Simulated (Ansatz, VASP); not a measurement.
# GaN: VASP beside Ansatz

Aim: how closely do two programs agree when they are given the same cell, functional and k mesh? The cell is taken from a series of runs on this material, whose earlier steps may have relaxed, scaled, displaced or heated it; both programs get it as it stands.

Method: plane waves, with VASP 6.6.1 beside it; LDA, in Ansatz 0.2.0.

## 1. Set-up

The structure is orthorhombic, space group Imm2 (No. 44). Conventional cell: a = 3.179 Å, b = 3.203 Å, c = 4.530 Å, α = 90.00°, β = 90.00°, γ = 90.00°. Ga has 4 N at 1.95 to 1.96 Å nearest. N has 4 Ga at 1.95 to 1.96 Å nearest. Farther neighbours and most contacts between anions are not listed.

## 2. VASP: G0W0 gap, LDA

Quasiparticle shifts depend on high empty states and on the cores, so they are the hardest test of two PAW sets.

Lines of VASP's logs that name or quote its potential files are left out, and so is its time.

The run reads the wave functions of an earlier VASP run, which isn't shown here.

INCAR

```
SYSTEM = GaN
PREC = Accurate
ENCUT = 450
ISMEAR = 0
SIGMA = 0.01
LREAL = .FALSE.
GGA = CA
NBANDS = 112
ALGO = EVGW0
NELMGW = 1
ENCUTGW = 150
NOMEGA = 64
PRECFOCK = Fast
NBANDSGW = 32
LWAVE = .FALSE.
LCHARG = .FALSE.
```

POSCAR

```
GaN
1.0
   -1.6014328878     -2.2647681147      1.5897193902
    1.6014328878     -2.2647681147      1.5897193902
    0.0000000000     -0.0000000035      3.1794387853
Ga N
1 1
Direct
    0.9995299897      0.9995299897      0.0004700103
    0.2504700103      0.2504700103      0.2495299897
```

KPOINTS

```
Automatic mesh
0
Gamma
8 8 8
0 0 0
```

The projector-augmented-wave data sets are Ga_d_GW and N_GW (LDA family, release 64).

Command:

```console
> mpirun -np 16 vasp_std
```

Numbers of over 12 decimals in the logs are rounded to 6 here.

What it wrote:

```text
[banner, memory and clock lines left out]
running   16 mpi-ranks, on    1 nodes
 distrk:  each k-point on   16 cores,    1 groups
 distr:  one band on    1 cores,   16 groups

 POSCAR found type information on POSCAR GaN
 POSCAR found :  2 types and       2 ions
|                                                                             |
|           W    W    AA    RRRRR   N    N  II  N    N   GGGG   !!!           |
|           W    W   A  A   R    R  NN   N  II  NN   N  G    G  !!!           |
|           W    W  A    A  R    R  N N  N  II  N N  N  G       !!!           |
|           W WW W  AAAAAA  RRRRR   N  N N  II  N  N N  G  GGG   !            |
|           WW  WW  A    A  R   R   N   NN  II  N   NN  G    G                |
|           W    W  A    A  R    R  N    N  II  N    N   GGGG   !!!           |
|                                                                             |
|     For optimal performance we recommend to set                             |
|       NCORE = 2 up to number-of-cores-per-socket                            |
|     NCORE specifies how many cores store one orbital (NPAR=cpu/NCORE).      |
|     This setting can greatly improve the performance of VASP for DFT.       |
|     The default, NCORE=1 might be grossly inefficient on modern             |
|     multi-core architectures or massively parallel machines. Do your        |
|     Unfortunately you need to use the default for GW and RPA                |
|     calculations (for HF NCORE is supported but not extensively tested      |
|     yet).                                                                   |
|                                                                             |

|                                                                             |
|           W    W    AA    RRRRR   N    N  II  N    N   GGGG   !!!           |
|           W    W   A  A   R    R  NN   N  II  NN   N  G    G  !!!           |
|           W    W  A    A  R    R  N N  N  II  N N  N  G       !!!           |
|           W WW W  AAAAAA  RRRRR   N  N N  II  N  N N  G  GGG   !            |
|           WW  WW  A    A  R   R   N   NN  II  N   NN  G    G                |
|           W    W  A    A  R    R  N    N  II  N    N   GGGG   !!!           |
|                                                                             |
|     The default for ENCUTGWSOFT is different in this version of VASP.       |
|     please manually set ENCUTGWSOFT =150 in the INCAR file.                 |
|                                                                             |

 LDA part: xc-table for (Slater(with rela. corr.)+CA(PZ))
 , standard interpolation
 found WAVECAR, reading the header
 POSCAR, INCAR and KPOINTS ok, starting setup
 FFT: planning ... GRIDC
 FFT: planning ... GRID_SOFT
 FFT: planning ... GRID
 reading WAVECAR
 the WAVECAR file was read successfully
 initial charge from wavefunction
 available memory per node:     48.77 GB, setting MAXMEM to     49938

 The Fermi energy was updated, please check that it is located mid-gap
 values below the HOMO (VB) or above the LUMO (CB) will cause erroneous energies
 E-fermi :   5.6108

 calculate exact exchange contribution
 the WAVEDER file was read successfully
energies w=
    0.000    0.000    0.502    0.000    1.003    0.000    1.502    0.000
    1.998    0.000    2.489    0.000    2.975    0.000    3.456    0.000
    3.930    0.000    4.399    0.000    4.861    0.000    5.316    0.000
    5.765    0.000    6.208    0.000    6.646    0.000    7.078    0.000
    7.506    0.000    7.930    0.000    8.351    0.000    8.770    0.000
    9.187    0.000    9.603    0.000   10.020    0.000   10.438    0.000
   10.858    0.000   11.281    0.000   11.709    0.000   12.142    0.000
   12.583    0.000   13.032    0.000   13.492    0.000   13.963    0.000
   14.447    0.000   14.947    0.000   15.466    0.000   16.005    0.000
   16.567    0.000   17.156    0.000   17.776    0.000   18.430    0.000
   19.125    0.000   19.865    0.000   20.657    0.000   21.509    0.000
   22.432    0.000   23.437    0.000   24.537    0.000   25.748    0.000
   27.094    0.000   28.599    0.000   30.296    0.000   32.228    0.000
   34.451    0.000   37.037    0.000   40.086    0.000   43.737    0.000
   48.187    0.000   53.732    0.000   60.827    0.000   70.220    0.000
   83.225    0.000  102.391    0.000  133.387    0.000  191.893    0.000
 responsefunction array rank=     128
 LDA part: xc-table for (Slater(with rela. corr.)+CA(PZ))
 , standard interpolation

 min. memory requirement per mpi rank    538.4 MB, per node   8614.7 MB

[...]
performed     179319000 updates of chi_q(r,r)
 total number of BLAS operations      13192.49 Gflops
NQ=  52    0.5000    0.1250    0.2500,
|.........|.........|.........|.........|.........|.........|.........|.........
 performed     183938000 updates of chi_q(r,r)
 total number of BLAS operations      13526.00 Gflops
NQ=  53   -0.3750    0.1250    0.2500,
|.........|.........|.........|.........|.........|.........|.........|.........
 performed     187381000 updates of chi_q(r,r)
 total number of BLAS operations      13779.90 Gflops
NQ=  54    0.3750    0.3750    0.2500,
|.........|.........|.........|.........|.........|.........|.........|.........
 performed     190595000 updates of chi_q(r,r)
[...]
|.........|.........|.........|.........|.........|.........|.........|.........
 performed     240935000 updates of chi_q(r,r)
 total number of BLAS operations      17798.99 Gflops
NQ=  68   -0.3750    0.0000    0.3750,
|.........|.........|.........|.........|.........|.........|.........|.........
 performed     245554000 updates of chi_q(r,r)
 total number of BLAS operations      18175.95 Gflops
NQ=  69   -0.2500    0.0000    0.3750,
|.........|.........|.........|.........|.........|.........|.........|.........
 performed     250173000 updates of chi_q(r,r)
 total number of BLAS operations      18523.66 Gflops
NQ=  70   -0.1250    0.0000    0.3750,
|.........|.........|.........|.........|.........|.........|.........|.........
 performed     254792000 updates of chi_q(r,r)
 total number of BLAS operations      18857.17 Gflops
NQ=  71    0.1250    0.1250    0.3750,
|.........|.........|.........|.........|.........|.........|.........|.........
 performed     258006000 updates of chi_q(r,r)
 total number of BLAS operations      19094.15 Gflops
NQ=  72    0.2500    0.1250    0.3750,
|.........|.........|.........|.........|.........|.........|.........|.........
 performed     261105000 updates of chi_q(r,r)
 total number of BLAS operations      19308.62 Gflops
NQ=  73    0.5000    0.1250    0.3750,
|.........|.........|.........|.........|.........|.........|.........|.........
 performed     265724000 updates of chi_q(r,r)
 total number of BLAS operations      19663.53 Gflops
NQ=  74   -0.3750    0.1250    0.3750,
|.........|.........|.........|.........|.........|.........|.........|.........
 performed     270343000 updates of chi_q(r,r)
 total number of BLAS operations      20033.07 Gflops
NQ=  75   -0.2500    0.1250    0.3750,
|.........|.........|.........|.........|.........|.........|.........|.........
 performed     274962000 updates of chi_q(r,r)
 total number of BLAS operations      20373.64 Gflops
NQ=  76   -0.1250    0.1250    0.3750,
|.........|.........|.........|.........|.........|.........|.........|.........
 performed     279581000 updates of chi_q(r,r)
 total number of BLAS operations      20700.17 Gflops
NQ=  77    0.5000    0.5000    0.3750,
|.........|.........|.........|.........|.........|.........|.........|.........
 performed     282795000 updates of chi_q(r,r)
 total number of BLAS operations      20932.24 Gflops
NQ=  78   -0.3750    0.5000    0.3750,
|.........|.........|.........|.........|.........|.........|.........|.........
 performed     287414000 updates of chi_q(r,r)
 total number of BLAS operations      21272.81 Gflops
NQ=  79   -0.2500    0.5000    0.3750,
|.........|.........|.........|.........|.........|.........|.........|.........
 performed     292033000 updates of chi_q(r,r)
 total number of BLAS operations      21642.35 Gflops
NQ=  80   -0.1250    0.5000    0.3750,
|.........|.........|.........|.........|.........|.........|.........|.........
 performed     295132000 updates of chi_q(r,r)
 total number of BLAS operations      21890.32 Gflops
NQ=  81   -0.3750   -0.3750    0.3750,
|.........|.........|.........|.........|.........|.........|.........|.........
 performed     298346000 updates of chi_q(r,r)
 total number of BLAS operations      22132.27 Gflops
NQ=  82   -0.2500   -0.3750    0.3750,
|.........|.........|.........|.........|.........|.........|.........|.........
 performed     301445000 updates of chi_q(r,r)
 total number of BLAS operations      22356.07 Gflops
NQ=  83    0.0000    0.0000    0.5000,
|.........|.........|.........|.........|.........|.........|.........|.........
 performed     303698000 updates of chi_q(r,r)
 total number of BLAS operations      22502.12 Gflops
NQ=  84    0.1250    0.0000    0.5000,
|.........|.........|.........|.........|.........|.........|.........|.........
 performed     308317000 updates of chi_q(r,r)
 total number of BLAS operations      22842.69 Gflops
NQ=  85    0.2500    0.0000    0.5000,
|.........|.........|.........|.........|.........|.........|.........|.........
 performed     312936000 updates of chi_q(r,r)
 total number of BLAS operations      23190.39 Gflops
NQ=  86    0.3750    0.0000    0.5000,
|.........|.........|.........|.........|.........|.........|.........|.........
 performed     317555000 updates of chi_q(r,r)
 total number of BLAS operations      23552.57 Gflops
NQ=  87    0.5000    0.0000    0.5000,
|.........|.........|.........|.........|.........|.........|.........|.........
 performed     319600000 updates of chi_q(r,r)
 total number of BLAS operations      23691.11 Gflops
NQ=  88    0.1250    0.1250    0.5000,
|.........|.........|.........|.........|.........|.........|.........|.........
 performed     322814000 updates of chi_q(r,r)
 total number of BLAS operations      23923.18 Gflops
NQ=  89    0.2500    0.1250    0.5000,
|.........|.........|.........|.........|.........|.........|.........|.........
 performed     327433000 updates of chi_q(r,r)
 total number of BLAS operations      24249.71 Gflops
NQ=  90    0.3750    0.1250    0.5000,
|.........|.........|.........|.........|.........|.........|.........|.........
 performed     330532000 updates of chi_q(r,r)
 total number of BLAS operations      24487.86 Gflops
NQ=  91   -0.3750    0.1250    0.5000,
|.........|.........|.........|.........|.........|.........|.........|.........
 performed     333373000 updates of chi_q(r,r)
 total number of BLAS operations      24715.19 Gflops
NQ=  92   -0.2500    0.1250    0.5000,
|.........|.........|.........|.........|.........|.........|.........|.........
 performed     337992000 updates of chi_q(r,r)
 total number of BLAS operations      25084.73 Gflops
NQ=  93   -0.1250    0.1250    0.5000,
|.........|.........|.........|.........|.........|.........|.........|.........
 performed     341421000 updates of chi_q(r,r)
 total number of BLAS operations      25337.57 Gflops
NQ=  94    0.2500    0.2500    0.5000,
|.........|.........|.........|.........|.........|.........|.........|.........
 performed     343703000 updates of chi_q(r,r)
 total number of BLAS operations      25495.50 Gflops
NQ=  95   -0.2500    0.2500    0.5000,
|.........|.........|.........|.........|.........|.........|.........|.........
 performed     345942000 updates of chi_q(r,r)
 total number of BLAS operations      25674.66 Gflops
 resolving degeneracies of screened two electron integrals

 calculate QP shifts <psi_nk| G(iteration)W_0 |psi_nk>: iteration 1
 entering main loop
```

Parts of OUTCAR (step 2):

```text
ion  position               nearest neighbor table
   1  1.000  1.000  0.000-   2 1.95   2 1.95   2 1.96   2 1.96
   2  0.250  0.250  0.250-   1 1.95   1 1.95   1 1.96   1 1.96

  LATTYP: Found a body centered orthorhombic cell.
 ALAT       =     3.1794387853
 B/A-ratio  =     1.0073682785
 C/A-ratio  =     1.4246338841

 Subroutine GETGRP returns: Found  4 space group operations
 (whereof  4 operations were pure point group operations)

The static configuration has the point symmetry C_2v.

 Found     95 irreducible k-points:

   k-points           NKPTS =     95   k-points in BZ     NKDIM =    512   number of bands    NBANDS=    112

   dimension x,y,z NGX =    24 NGY =   24 NGZ =   24
   dimension x,y,z NGXF=    48 NGYF=   48 NGZF=   48

   ENCUT  =  450.0 eV  33.07 Ry    5.75 a.u.   5.53  5.53  5.50*2*pi/ulx,y,z

   NELECT =      18.0000    total number of electrons

  energy-cutoff  :      450.00
  volume of cell :       23.06
      direct lattice vectors                 reciprocal lattice vectors
    -1.601432888 -2.264768115  1.589719390    -0.312220390 -0.220773154 -0.000000000
     1.601432888 -2.264768115  1.589719390     0.312220390 -0.220773154 -0.000000000
     0.000000000 -0.000000003  3.179438785     0.000000000  0.220773154  0.314520917

 k-points in reciprocal lattice and weights: Automatic mesh
   0.00000000  0.00000000  0.00000000       0.002
   0.12500000 -0.00000000 -0.00000000       0.008
   0.25000000 -0.00000000 -0.00000000       0.008
   0.37500000 -0.00000000 -0.00000000       0.008
   0.50000000 -0.00000000 -0.00000000       0.004
   0.12500000  0.12500000 -0.00000000       0.004
   0.25000000  0.12500000 -0.00000000       0.008
   0.37500000  0.12500000 -0.00000000       0.008
   0.50000000  0.12500000  0.00000000       0.008
[...]
0.25000000  0.25000000  0.50000000       0.004
  -0.25000000  0.25000000  0.50000000       0.004

 E-fermi :   5.6108

 QP shifts <psi_nk| G(iteration)W_0 |psi_nk>: iteration 1
 for sc-GW calculations column KS-energies equals QP-energies in previous step
 and V_xc(KS)=  KS-energies - (<T + V_ion + V_H > + <T+V_H+V_ion>^1  + <V_x>^1)
 k-point   1 :       0.0000    0.0000    0.0000
  band No.  KS-energies  QP-energies   sigma(KS)   V_xc(KS)     V^pw_x(r,r')   Z            occupation Imag(sigma)
    ...
      6      -8.5391     -11.3787     -25.8382     -21.9672     -35.1458       0.7336       2.0000       0.1222
      7       4.7302       4.3029     -18.3827     -17.8245     -21.1324       0.7654       2.0000       0.0605
      8       4.7353       4.3093     -18.3921     -17.8354     -21.1503       0.7653       2.0000       0.0607
      9       4.7760       4.3527     -18.4041     -17.8512     -21.1744       0.7655       2.0000       0.0609
     10       6.4457       7.1776     -12.7477     -13.6644      -9.3237       0.7984       0.0000      -0.0298
     11      14.7252      15.7654     -10.6012     -11.9130      -5.4158       0.7930       0.0000      -0.0795
     12      14.8190      15.8621     -10.6172     -11.9333      -5.4168       0.7926       0.0000      -0.0808
     13      14.8903      15.9339     -10.6220     -11.9412      -5.4030       0.7911       0.0000      -0.0827
    ...

 k-point   2 :       0.1250   -0.0000   -0.0000
  band No.  KS-energies  QP-energies   sigma(KS)   V_xc(KS)     V^pw_x(r,r')   Z            occupation Imag(sigma)
    ...
      6      -8.5406     -11.3771     -25.8328     -21.9632     -35.1413       0.7330       2.0000       0.1228
      7       3.2076       2.6892     -17.0574     -16.3769     -19.8192       0.7618       2.0000       0.0651
      8       4.5726       4.1290     -18.2486     -17.6686     -21.0425       0.7647       2.0000       0.0613
      9       4.6167       4.1765     -18.2663     -17.6906     -21.0748       0.7645       2.0000       0.0616
     10       7.5804       8.3724     -13.5587     -14.5638     -10.1344       0.7880       0.0000      -0.0301
     11      14.0717      15.1437     -10.8794     -12.2357      -5.7436       0.7903       0.0000      -0.0783
     12      15.0265      16.0777     -10.7477     -12.0814      -5.4711       0.7881       0.0000      -0.0887
     13      15.1227      16.1759     -10.7539     -12.0916      -5.4535       0.7873       0.0000      -0.0917
    ...

 k-point   3 :       0.2500   -0.0000   -0.0000
  band No.  KS-energies  QP-energies   sigma(KS)   V_xc(KS)     V^pw_x(r,r')   Z            occupation Imag(sigma)
    ...
      6      -8.4416     -10.8644     -23.7201     -20.3866     -32.6216       0.7268       2.0000       0.3035
      7       0.8728       0.1769     -16.2696     -15.3326     -19.8548       0.7427       2.0000       0.1026
      8       4.2158       3.7397     -17.9669     -17.3425     -20.8396       0.7627       2.0000       0.0631
      9       4.2644       3.7910     -17.9893     -17.3687     -20.8758       0.7628       2.0000       0.0632
     10       8.7374       9.6679     -12.8497     -14.0303      -8.7778       0.7882       0.0000      -0.0406
     11      13.2982      14.4025     -11.8769     -13.3033      -6.7224       0.7742       0.0000      -0.0826
     12      15.2616      16.2888     -10.8527     -12.1635      -5.5153       0.7836       0.0000      -0.1031
     13      15.3497      16.3795     -10.8532     -12.1682      -5.4906       0.7832       0.0000      -0.1071
    ...

 k-point   4 :       0.3750   -0.0000   -0.0000
  band No.  KS-energies  QP-energies   sigma(KS)   V_xc(KS)     V^pw_x(r,r')   Z            occupation Imag(sigma)
    ...
      6      -7.6946      -9.7975     -22.3806     -19.4850     -30.8416       0.7262       2.0000       0.4087
      7      -1.2944      -2.0135     -15.1639     -14.1663     -19.3538       0.7209       2.0000       0.1782
      8       3.8962       3.3951     -17.7384     -17.0805     -20.6729       0.7616       2.0000       0.0648
      9       3.9470       3.4490     -17.7637     -17.1097     -20.7115       0.7615       2.0000       0.0649
     10       9.2052      10.1768     -12.0123     -13.2312      -7.7299       0.7971       0.0000      -0.0447
     11      13.2080      14.3011     -12.8651     -14.3211      -7.4714       0.7507       0.0000      -0.0981
     12      15.0599      16.0257     -10.7377     -11.9650      -5.5209       0.7869       0.0000      -0.1023
     13      15.1457      16.1152     -10.7361     -11.9688      -5.4920       0.7865       0.0000      -0.1064
    ...

[... 4 further parts left out ...]
```

[end of part 1 of 2]

[Lines on the potential files, build, host, timing and source positions are cut from VASP's logs without a mark.]

[Logs are printed without paths, hosts, clocks, repeated set-up lines and the standing remarks that a program may print on its own settings, such as how far it seeks lower states.]

[Hosts, paths, dates, database ids (printed as entryN), source tags and the programs' standing remarks are cut or masked in the printed files.]
